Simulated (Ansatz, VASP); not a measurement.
# Al3W: VASP beside Ansatz, part 2 of 2

Aim: how closely do two programs agree when they are given the same cell, functional and k mesh? The cell is generated by rule, not measured, and may not be a known phase. The cell is taken from a series of runs on this material, whose earlier steps may have relaxed, scaled, displaced or heated it; both programs get it as it stands.

VASP 6.6.1 and Ansatz 0.2.0.

So far: The structure; VASP: relaxation of cell and atoms, PBE; Ansatz: relaxation of cell and atoms, PBE; Differences.

## (5) VASP: zone-centre phonons, PBE

Level of this step: PBE; plane waves and PAW (W, Al); invented cell (VASP).

Second derivatives magnify differences that forces hide, and they need a tight electronic threshold.

INCAR reads:

```
SYSTEM = Al3W
PREC = Accurate
ENCUT = 600
EDIFF = 1E-08
NELM = 120
ISMEAR = -1
SIGMA = 0.1
LREAL = .FALSE.
ALGO = Normal
GGA = PE
NBANDS = 13
LASPH = .TRUE.
LORBIT = 11
LWAVE = .FALSE.
LCHARG = .FALSE.
ISIF = 2
IBRION = 8
GGA_COMPAT = .FALSE.
KPAR = 2
```

POSCAR reads:

```
Al3W
1.0
    3.9414865918      0.0000000000      0.0000000000
    0.0000000000      3.9414865918      0.0000000000
    0.0000000000      0.0000000000      3.9414865918
W Al
1 3
Direct
    0.0000000000      0.0000000000      0.0000000000
    0.0000000000      0.5000000000      0.5000000000
    0.5000000000      0.0000000000      0.5000000000
    0.5000000000      0.5000000000      0.0000000000
```

KPOINTS reads:

```
Automatic mesh
0
Gamma
10 10 10
0 0 0
```

The projector-augmented-wave data sets are W and Al (PBE family, release 64).

On the command line:

```console
$ mpirun -np 2 vasp_std
```

Numbers of over 12 decimals in the logs are rounded to 6 here.

The log of the run:

```text
[... set-up lines as in an earlier step ...]
 entering main loop
       N       E                     dE             d eps       ncg     rms          rms(c)
DAV:   1     0.261282411710E+02    0.26128E+02   -0.60957E+03  1456   0.104E+03
DAV:   2    -0.221266071458E+02   -0.48255E+02   -0.43289E+02  1859   0.173E+02
DAV:   3    -0.249537250472E+02   -0.28271E+01   -0.25700E+01  1973   0.341E+01
DAV:   4    -0.250192151700E+02   -0.65490E-01   -0.65084E-01  1731   0.554E+00
[...]
DAV:  13    -0.240405842241E+02    0.26656E-06   -0.14820E-07  1786   0.273E-03    0.135E-03
DAV:  14    -0.240405841541E+02    0.70017E-07   -0.47592E-09  1018   0.577E-04    0.798E-04
DAV:  15    -0.240405841556E+02   -0.15182E-08   -0.17448E-08  1145   0.924E-04
   1 F= -.24040584E+02 E0= -.23990551E+02  d E =-.100067E+00
 Linear response reoptimize wavefunctions to high precision
DAV:   1    -0.240405841552E+02    0.40757E-09   -0.24954E-09  1463   0.539E-04
DAV:   2    -0.240405841552E+02    0.10914E-10   -0.61647E-11   868   0.649E-05
 Linear response DOF=           3
 Linear response progress:
[...]
RMM:   9    -0.764993873053E-02   -0.24665E-06   -0.16217E-09  5374   0.745E-05    0.196E-05
RMM:  10    -0.764995568495E-02   -0.16954E-07    0.25442E-10  5650   0.179E-05    0.392E-06
RMM:  11    -0.764995422185E-02    0.14631E-08   -0.24120E-09  5390   0.528E-06    0.157E-06
 first order change of Fermi-energy   0.27723E-03
 force on displaced ion       2 direction 1 :  -6.827  -0.000   0.000
 Linear response progress:
  Degree of freedom:   3/  3
       N       E                     dE             d eps       ncg     rms          rms(c)
RMM:   1    -0.881763955806E-02   -0.88176E-02    0.14300E-02 13236   0.639E-01
RMM:   2    -0.831292709233E-02    0.50471E-03   -0.39355E-04  8795   0.147E-01    0.725E-02
RMM:   3    -0.821191087454E-02    0.10102E-03   -0.43978E-04  8617   0.937E-02    0.313E-02
RMM:   4    -0.830809881430E-02   -0.96188E-04   -0.99909E-05  8862   0.447E-02    0.107E-02
[...]
RMM:   9    -0.834235352964E-02   -0.21645E-06   -0.79268E-09  9257   0.866E-05    0.111E-05
RMM:  10    -0.834233803638E-02    0.15493E-07   -0.33859E-09  9681   0.136E-05    0.430E-06
RMM:  11    -0.834233683889E-02    0.11975E-08   -0.25581E-09  9186   0.464E-06    0.108E-06
 first order change of Fermi-energy  -0.29205E-03
 force on displaced ion       2 direction 2 :   0.000  -6.933   0.000
 Linear response finished
```

Parts of OUTCAR (step 5):

```text
  Total       -0.0868064     -0.0868064     -0.0868064      0.0000000      0.0000000      0.0000000
  in kB       -2.2713394     -2.2713394     -2.2713394      0.0000000      0.0000000      0.0000000
  external PRESSURE =      -2.2713394 kB  Pullay stress =       0.0000000 kB

 POSITION                                       TOTAL-FORCE (eV/Angst)
 -----------------------------------------------------------------------------------
      0.00000      0.00000      0.00000         0.000000      0.000000      0.000000
      0.00000      1.97074      1.97074         0.000000      0.000000      0.000000
      1.97074      0.00000      1.97074         0.000000      0.000000      0.000000
      1.97074      1.97074      0.00000         0.000000      0.000000      0.000000
 -----------------------------------------------------------------------------------
    total drift:                               -0.000000      0.000000      0.000000

[... 1 part as in an earlier step ...]

[... 1 further part left out ...]
```

## (6) Ansatz: zone-centre phonons, PBE

The same cell, functional, mesh and smearing now go to Ansatz, which takes its cutoff from its data sets.

The cell is taken from a series of runs on this material, whose earlier steps may have relaxed, scaled, displaced or heated it; both programs get it as it stands.

input.yaml reads:

```yaml
crystal:
  lattice:
    - [3.9414865918, 0.0, 0.0]
    - [0.0, 3.9414865918, 0.0]
    - [0.0, 0.0, 3.9414865918]
  atoms:
    - { symbol: W, position: [0.0, 0.0, 0.0] }
    - { symbol: Al, position: [0.0, 0.5, 0.5] }
    - { symbol: Al, position: [0.5, 0.0, 0.5] }
    - { symbol: Al, position: [0.5, 0.5, 0.0] }
kpoints:
  mp_grid: { grid: [10, 10, 10] }
hamiltonian:
  xc: pbe
scf:
  occupations: { method: fermi_dirac, width: 0.1 }
output:
  eigenvalues: true
phonons:
  method: dfpt
```

On the command line:

```console
$ ansatz run input.yaml --threads 2 --pin off --max-ram 5120MiB --backend cpu --events-out ev --progress --plain --runs-dir out
```

The log of the run:

```text
zone centre: on kpoints.mp_grid the ground state, and the responses unless they are solved on pairs of k-points, stand on 216 of the mesh's 1000 k-points, reduced under 8 symmetry operations, with k and −k counted as one. Each operation leaves every solved displacement unchanged or reverses it
[...]
Crystal: 4 atoms, lattice volume = 61.232 Å³
[...]
k mesh reduced under 8 symmetry operations, with k and −k counted as one. Each operation leaves every solved displacement unchanged or reverses it
  ASR residual: 5.134e-4 → 0.000e0 eV/Å²; symmetrization residual: 2.547e-6 eV/Å²
  ASR residual per site (eV/Å²): 5.13e-4 8.94e-5 8.94e-5 8.94e-5
  Γ frequencies (cm⁻¹): 0.00 0.00 0.00 181.34 181.34 181.34 267.23 267.23 267.23 340.08 340.08 340.08
  non-analytic LO–TO correction: not included (Born effective charges unavailable; polar crystals: no LO–TO splitting at Γ)
[key lines of the parts left out:]
SCF converged after 8 iterations
Free energy (F): -11997.120415 eV
Fermi energy:    12.462973 eV
```

## (7) Side by side

What differs besides the data sets and the points named for the pairs above, as far as they apply: the data sets hold 23 valence electrons in Ansatz (on its default PAW (the set named soft_2) files) and 15 in VASP. Total energies have different zeros and are not compared.

Both answers:

| quantity | Ansatz | VASP | difference |
| --- | --- | --- | --- |
| optical mode 1 to 3 (cm⁻¹) | 181.3 | 180.9 | +0.27 % |
| optical mode 4 to 6 (cm⁻¹) | 267.2 | 267.2 | +0.02 % |
| optical mode 7 to 9 (cm⁻¹) | 340.1 | 340.2 | -0.03 % |

Modes are paired by rising frequency, not by their patterns, so a pair may set unlike modes beside each other; they are those without the splitting of longitudinal modes.

## (8) Summary of results

| Property | Result |
| --- | --- |
| difference in volume (relaxation of cell and atoms, PBE) | 0.25 % |
| r.m.s. difference of the optical zone-centre modes, each program's sorted by frequency (zone-centre phonons, PBE) | 0.28 cm⁻¹ |

What this shows: The difference in volume is 0.25 % (relaxation of cell and atoms, PBE), within the 1.2 % picked in this series as the mark of a large difference, as far as the stopping tolerances let one tell. The data sets hold unlike numbers of valence electrons (23 in Ansatz and 15 in VASP), so part of the differences comes from the potentials. 1 further run of this series is not shown here. How closely two codes agree says nothing of how well the functional describes the real material.

[Lines on the potential files, build, host, timing and source positions are cut from VASP's logs without a mark.]

[Logs are printed without paths, hosts, clocks, repeated set-up lines and the standing remarks that a program may print on its own settings, such as how far it seeks lower states.]

[Hosts, paths, dates, database ids (printed as entryN), source tags and the programs' standing remarks are cut or masked in the printed files.]
